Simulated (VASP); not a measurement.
Given:

```yaml
crystal:
  lattice:
    - [0.00000, 3.25405, 3.25405]
    - [3.25405, 0.00000, 3.25405]
    - [3.25405, 3.25405, 0.00000]
  atoms:
    - { symbol: In, position: [0.00000, 0.00000, 0.00000] }
    - { symbol: Sb, position: [0.25000, 0.25000, 0.25000] }
```

The numbers are results of PBE GGA with D3 dispersion (zero damping), VASP's PBE PAW potentials (set 64) (plane waves; VASP), not measurements. Numerical set-up: 520 eV cut-off, 10×10×10 Γ-centred mesh, first-order Methfessel-Paxton smearing of 0.10 eV, potentials In_d Sb.

Unless said otherwise, spin-orbit coupling is left out, though it shifts the bands of the heavy elements here.

Task: Estimate the energy per atom (σ→0), pressure, band gap (on the k-mesh) with the smallest direct gap where there is one.

Result: 
```
Quantity                                                    Result
------------------------  ----------------------------------------
band gap (on the k-mesh)  none (metal, semimetal or under 0.01 eV)
energy per atom (σ→0)                               -3.691 eV/atom
pressure                                                  1.37 GPa
```

The absolute energy has meaning only against runs of the same code, potentials and settings.

The compound is InSb in the zinc blende structure. This cell is one point of a volume scan, at 0.97 of the reference volume.
